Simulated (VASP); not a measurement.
These are PBEsol GGA, VASP's PBE PAW potentials (set 64) (plane waves; VASP) values and carry that method's errors.

The input files of a VASP run:

INCAR:
```
ALGO=Normal
EDIFF=1E-5
EDIFFG=-0.03
ENCUT=400
GGA=PS
IBRION=2
ISIF=4
ISMEAR=0
LASPH=.True.
LCHARG=.False.
LMAXMIX=6
LREAL=.False.
LWAVE=.True.
NELM=100
NELMIN=4
NSW=50
PREC=Normal
SIGMA=0.05
SYSTEM=WS2 bilayer
```

KPOINTS:
```
Automatic mesh
0
Gamma
12 12 1
0 0 0
```

File POSCAR:
```
WS2 bilayer
1
    3.1475574392     0.0000000000     0.0000000000
   -1.5737787196     2.7258646803     0.0000000000
    0.0000000000     0.0000000000    25.9622656791
W S
2 4
Direct
  0.6666670000   0.3333330000   0.3783280000
  0.3333330000   0.6666670000   0.6216720000
  0.3333330000   0.6666670000   0.4406240000
  0.3333330000   0.6666670000   0.3160320000
  0.6666670000   0.3333330000   0.6839680000
  0.6666670000   0.3333330000   0.5593760000
```

POTCAR, in this order: W_sv S (PBE.64 set). Program: vasp_std.

What VASP printed:

### OSZICAR
```
...
DAV:   5    -0.531014945172E+02   -0.31776E-01   -0.31762E-01  1483   0.294E+00    0.373E+01
DAV:   6    -0.508565776964E+02    0.22449E+01   -0.13251E+01  1359   0.211E+01    0.160E+01
DAV:   7    -0.506147271977E+02    0.24185E+00   -0.48384E+00  1376   0.979E+00    0.592E+00
DAV:   8    -0.504284544680E+02    0.18627E+00   -0.84582E-01  1541   0.529E+00    0.200E+00
DAV:   9    -0.504308961237E+02   -0.24417E-02   -0.96037E-02  1574   0.154E+00    0.107E+00
DAV:  10    -0.504264856122E+02    0.44105E-02   -0.41283E-02  1423   0.128E+00    0.382E-01
DAV:  11    -0.504258354123E+02    0.65020E-03   -0.50958E-03  1535   0.441E-01    0.156E-01
DAV:  12    -0.504257836479E+02    0.51764E-04   -0.34047E-04  1456   0.107E-01    0.689E-02
DAV:  13    -0.504257474234E+02    0.36224E-04   -0.14186E-04  1365   0.500E-02    0.220E-02
DAV:  14    -0.504257500549E+02   -0.26315E-05   -0.13308E-04  1288   0.413E-02    0.391E-02
DAV:  15    -0.504257926739E+02   -0.42619E-04   -0.22060E-05  1141   0.265E-02    0.840E-03
DAV:  16    -0.504258964746E+02   -0.10380E-03   -0.16172E-05  1064   0.182E-02    0.144E-02
DAV:  17    -0.504259400266E+02   -0.43552E-04   -0.56078E-06   985   0.126E-02    0.397E-03
DAV:  18    -0.504259665923E+02   -0.26566E-04   -0.22119E-06   954   0.601E-03    0.190E-03
DAV:  19    -0.504259767362E+02   -0.10144E-04   -0.28573E-06   971   0.471E-03    0.170E-03
DAV:  20    -0.504259836197E+02   -0.68835E-05   -0.22915E-07   897   0.208E-03
   1 F= -.50425984E+02 E0= -.50425984E+02  d E =-.504260E+02
       N       E                     dE             d eps       ncg     rms          rms(c)
DAV:   1    -0.507252687890E+02   -0.29929E+00   -0.14593E+01  1213   0.250E+01    0.365E+00
DAV:   2    -0.505511958501E+02    0.17407E+00   -0.14411E+00  1421   0.619E+00    0.208E+00
DAV:   3    -0.505019103055E+02    0.49286E-01   -0.27373E-01  1467   0.314E+00    0.153E+00
DAV:   4    -0.504909649320E+02    0.10945E-01   -0.25726E-02  1447   0.881E-01    0.983E-01
DAV:   5    -0.504872615441E+02    0.37034E-02   -0.15643E-02  1476   0.627E-01    0.307E-01
DAV:   6    -0.504872810262E+02   -0.19482E-04   -0.16075E-03  1431   0.219E-01    0.224E-01
DAV:   7    -0.504873517407E+02   -0.70715E-04   -0.55127E-04  1215   0.927E-02    0.626E-02
DAV:   8    -0.504874574216E+02   -0.10568E-03   -0.11685E-04  1311   0.602E-02    0.295E-02
DAV:   9    -0.504876626120E+02   -0.20519E-03   -0.10176E-04  1166   0.438E-02    0.287E-02
DAV:  10    -0.504879010559E+02   -0.23844E-03   -0.12000E-04  1214   0.322E-02    0.149E-02
DAV:  11    -0.504879269348E+02   -0.25879E-04   -0.63569E-06  1040   0.909E-03    0.896E-03
DAV:  12    -0.504879529379E+02   -0.26003E-04   -0.10744E-05   976   0.108E-02    0.377E-03
DAV:  13    -0.504879576973E+02   -0.47595E-05   -0.46698E-06   946   0.655E-03
   2 F= -.50487958E+02 E0= -.50487958E+02  d E =-.619741E-01
       N       E                     dE             d eps       ncg     rms          rms(c)
DAV:   1    -0.505420187515E+02   -0.54066E-01   -0.16963E+00  1213   0.863E+00    0.119E+00
DAV:   2    -0.505183267852E+02    0.23692E-01   -0.19627E-01  1415   0.224E+00    0.870E-01
DAV:   3    -0.505132869412E+02    0.50398E-02   -0.26668E-02  1478   0.944E-01    0.450E-01
DAV:   4    -0.505110456197E+02    0.22413E-02   -0.70634E-03  1522   0.423E-01    0.339E-01
DAV:   5    -0.505104849309E+02    0.56069E-03   -0.13966E-03  1601   0.210E-01    0.140E-01
DAV:   6    -0.505103803223E+02    0.10461E-03   -0.36960E-04  1500   0.102E-01    0.690E-02
DAV:   7    -0.505103457924E+02    0.34530E-04   -0.40576E-05  1209   0.285E-02    0.275E-02
DAV:   8    -0.505103446316E+02    0.11607E-05   -0.17724E-05  1045   0.208E-02
   3 F= -.50510345E+02 E0= -.50510345E+02  d E =-.843610E-01
       N       E                     dE             d eps       ncg     rms          rms(c)
DAV:   1    -0.505288457965E+02   -0.18500E-01   -0.81031E-01  1178   0.549E+00    0.107E+00
DAV:   2    -0.505198205461E+02    0.90253E-02   -0.67331E-02  1237   0.153E+00    0.483E-01
DAV:   3    -0.505182668935E+02    0.15537E-02   -0.35503E-03  1465   0.365E-01    0.255E-01
DAV:   4    -0.505172517226E+02    0.10152E-02   -0.46079E-03  1388   0.343E-01    0.133E-01
DAV:   5    -0.505171672741E+02    0.84449E-04   -0.41618E-04  1452   0.126E-01    0.620E-02
DAV:   6    -0.505171360365E+02    0.31238E-04   -0.50356E-05  1405   0.354E-02    0.323E-02
DAV:   7    -0.505171242302E+02    0.11806E-04   -0.19572E-05  1061   0.219E-02    0.166E-02
DAV:   8    -0.505171354583E+02   -0.11228E-04   -0.81290E-06   857   0.126E-02    0.719E-03
DAV:   9    -0.505171626055E+02   -0.27147E-04   -0.65410E-06   880   0.885E-03    0.233E-03
DAV:  10    -0.505171877450E+02   -0.25139E-04   -0.22764E-06   892   0.602E-03    0.334E-03
DAV:  11    -0.505171977659E+02   -0.10021E-04   -0.91125E-07   806   0.353E-03    0.181E-03
DAV:  12    -0.505172037600E+02   -0.59941E-05   -0.60179E-07   757   0.237E-03
   4 F= -.50517204E+02 E0= -.50517204E+02  d E =-.685913E-02
       N       E                     dE             d eps       ncg     rms          rms(c)
DAV:   1    -0.505595156241E+02   -0.42318E-01   -0.25952E+00  1178   0.981E+00    0.199E+00
DAV:   2    -0.505307816059E+02    0.28734E-01   -0.21830E-01  1237   0.276E+00    0.871E-01
DAV:   3    -0.505258566738E+02    0.49249E-02   -0.11489E-02  1465   0.661E-01    0.465E-01
DAV:   4    -0.505226744751E+02    0.31822E-02   -0.15111E-02  1374   0.622E-01    0.246E-01
DAV:   5    -0.505223994783E+02    0.27500E-03   -0.13121E-03  1450   0.226E-01    0.118E-01
DAV:   6    -0.505223061229E+02    0.93355E-04   -0.14795E-04  1471   0.610E-02    0.662E-02
DAV:   7    -0.505222444108E+02    0.61712E-04   -0.79922E-05  1402   0.446E-02    0.348E-02
DAV:   8    -0.505222387586E+02    0.56522E-05   -0.15767E-05  1059   0.198E-02
   5 F= -.50522239E+02 E0= -.50522239E+02  d E =-.118941E-01
       N       E                     dE             d eps       ncg     rms          rms(c)
DAV:   1    -0.505228806054E+02   -0.63619E-03   -0.40597E-02  1178   0.123E+00    0.236E-01
DAV:   2    -0.505224149112E+02    0.46569E-03   -0.33744E-03  1272   0.342E-01    0.108E-01
DAV:   3    -0.505223365332E+02    0.78378E-04   -0.17734E-04  1472   0.818E-02    0.566E-02
DAV:   4    -0.505222941402E+02    0.42393E-04   -0.22441E-04  1373   0.758E-02    0.291E-02
DAV:   5    -0.505222925267E+02    0.16136E-05   -0.19168E-05   970   0.286E-02
   6 F= -.50522293E+02 E0= -.50522293E+02  d E =-.119479E-01
       N       E                     dE             d eps       ncg     rms          rms(c)
DAV:   1    -0.505196685328E+02    0.26256E-02   -0.42419E-01  1321   0.730E+00    0.522E-01
DAV:   2    -0.505220390131E+02   -0.23705E-02   -0.72693E-02  1304   0.177E+00    0.279E-01
DAV:   3    -0.505215094855E+02    0.52953E-03   -0.24537E-03  1445   0.357E-01    0.128E-01
DAV:   4    -0.505212432594E+02    0.26623E-03   -0.57000E-04  1453   0.121E-01    0.771E-02
DAV:   5    -0.505211415238E+02    0.10174E-03   -0.15503E-04  1461   0.681E-02    0.399E-02
DAV:   6    -0.505211218416E+02    0.19682E-04   -0.76345E-05  1312   0.481E-02    0.192E-02
DAV:   7    -0.505211228348E+02   -0.99322E-06   -0.89690E-06   967   0.192E-02
   7 F= -.50521123E+02 E0= -.50521123E+02  d E =0.116969E-02
       N       E                     dE             d eps       ncg     rms          rms(c)
DAV:   1    -0.505219114589E+02   -0.78962E-03   -0.19728E-01  1328   0.499E+00    0.352E-01
DAV:   2    -0.505230494119E+02   -0.11380E-02   -0.33180E-02  1283   0.120E+00    0.182E-01
DAV:   3    -0.505228248233E+02    0.22459E-03   -0.11298E-03  1445   0.243E-01    0.867E-02
DAV:   4    -0.505227233389E+02    0.10148E-03   -0.25620E-04  1483   0.810E-02    0.494E-02
DAV:   5    -0.505226845480E+02    0.38791E-04   -0.69193E-05  1309   0.459E-02    0.232E-02
DAV:   6    -0.505226815262E+02    0.30218E-05   -0.27457E-05  1035   0.322E-02
   8 F= -.50522682E+02 E0= -.50522682E+02  d E =-.388999E-03
```

### OUTCAR
```
------------------------ aborting loop because EDIFF is reached ----------------------------------------
  FORCE on cell =-STRESS in cart. coord.  units (eV):
  Direction    XX          YY          ZZ          XY          YZ          ZX
  --------------------------------------------------------------------------------------
  Total        0.0306451      0.0306451     -0.0073455     -0.0000000     -0.0000000      0.0000000
  in kB        0.2204199      0.2204199     -0.0528334     -0.0000000     -0.0000000      0.0000000
  external PRESSURE =       0.1293355 kB  Pullay stress =       0.0000000 kB
  volume of cell :      222.75
      direct lattice vectors                 reciprocal lattice vectors
     3.146080142  0.000000000 -0.000000000     0.317855857  0.183514166  0.000000000
    -1.573040071  2.724585306 -0.000000000    -0.000000000  0.367028332  0.000000000
    -0.000000000 -0.000000000 25.986653452     0.000000000  0.000000000  0.038481292
 POSITION                                       TOTAL-FORCE (eV/Angst)
 -----------------------------------------------------------------------------------
      1.57304      0.90819      9.82964         0.000000      0.000000     -0.002704
     -0.00000      1.81639     16.15702        -0.000000     -0.000000      0.002704
     -0.00000      1.81639     11.39794         0.000000     -0.000000      0.008140
     -0.00000      1.81639      8.26249         0.000000     -0.000000     -0.012042
      1.57304      0.90819     17.72416        -0.000000      0.000000      0.012042
      1.57304      0.90819     14.58872        -0.000000      0.000000     -0.008140
 -----------------------------------------------------------------------------------
    total drift:                                0.000000     -0.000000      0.000000
  FREE ENERGIE OF THE ION-ELECTRON SYSTEM (eV)
  ---------------------------------------------------
  free  energy   TOTEN  =       -50.5226815262 eV

  energy  without entropy=      -50.5226815262  energy(sigma->0) =      -50.52268153

 reached required accuracy - stopping structural energy minimisation
```
(Selected blocks of OUTCAR.)

### CONTCAR
```
WS2 bilayer
   1.00000000000000
     3.1460801423429556    0.0000000000000000   -0.0000000000000000
    -1.5730400711714778    2.7245853059638101   -0.0000000000000000
    -0.0000000000000000   -0.0000000000000000   25.9866534522813382
  W               S
     2     4
Direct
     0.6666669999999968    0.3333330000000032    0.3782570762245745
     0.3333330000000032    0.6666669999999968    0.6217429237754255
     0.3333330000000032    0.6666669999999968    0.4386073515020372
     0.3333330000000032    0.6666669999999968    0.3179514647569341
     0.6666669999999968    0.3333330000000032    0.6820485352430659
     0.6666669999999968    0.3333330000000032    0.5613926484979629
```

The cell is a sheet with vacuum, built from WS2 (2H layered).
